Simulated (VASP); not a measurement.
VASP input:

File POSCAR:
```
CsCl
1
    4.2024000000     0.0000000000     0.0000000000
    0.0000000000     4.2024000000     0.0000000000
    0.0000000000     0.0000000000     4.2024000000
Cs Cl
1 1
Direct
  0.0000000000   0.0000000000   0.0000000000
  0.5000000000   0.5000000000   0.5000000000
```

### KPOINTS
```
Automatic mesh
0
Gamma
5 5 5
0 0 0
```

INCAR:
```
SYSTEM = CsCl
PREC = Accurate
ENCUT = 400
EDIFF = 1E-6
NELM = 100
ALGO = Normal
LREAL = .FALSE.
LASPH = .TRUE.
ISMEAR = 0
SIGMA = 0.05
GGA = PE
LMAXMIX = 4
LWAVE = .FALSE.
LCHARG = .FALSE.
ISIF = 2
ICHARG = 11
```

POTCAR, in this order: Cs_sv Cl (PBE.64 set). Program: vasp_std.

Output

File standard output:
```
 POSCAR found type information on POSCAR CsCl
 POSCAR found :  2 types and       2 ions
 Reading from existing POTCAR
 Reading from existing POTCAR
 LDA part: xc-table for (Slater+PW92), standard interpolation
 WARNING: stress and forces are not correct
 POSCAR, INCAR and KPOINTS ok, starting setup
 WAVECAR not read
 WARNING: CHGCAR is incomplete

 -----------------------------------------------------------------------------
|                                                                             |
|     EEEEEEE  RRRRRR   RRRRRR   OOOOOOO  RRRRRR      ###     ###     ###     |
|     E        R     R  R     R  O     O  R     R     ###     ###     ###     |
|     E        R     R  R     R  O     O  R     R     ###     ###     ###     |
|     EEEEE    RRRRRR   RRRRRR   O     O  RRRRRR       #       #       #      |
|     E        R   R    R   R    O     O  R   R                               |
|     E        R    R   R    R   O     O  R    R      ###     ###     ###     |
|     EEEEEEE  R     R  R     R  OOOOOOO  R     R     ###     ###     ###     |
|                                                                             |
|     ICHARG>10                                                               |
|                                                                             |
|       ---->  I REFUSE TO CONTINUE WITH THIS SICK JOB ... BYE!!! <----       |
|                                                                             |
 -----------------------------------------------------------------------------
```

**Question.** From input and log, find the fault in this run and mend it.

**Answer.** The cause: ICHARG = 11 asks for a fixed density, but there is no CHGCAR. VASP stops with an error: ERROR: charge density could not be read from file CHGCAR for ICHARG>10 ----> I REFUSE TO CONTINUE WITH THIS SICK JOB ... BYE!!! <---- To mend it, run self-consistently first and keep its CHGCAR, or remove ICHARG. The plain static run on this cell (PBE GGA, plane waves, VASP's PBE PAW potentials (set 64)) converges, and its OSZICAR ends with
```
   1 F= -.65411052E+01 E0= -.65411052E+01  d E =-.165424E-12
```

The compound is CsCl in the CsCl type structure. The cell was not relaxed at this level.
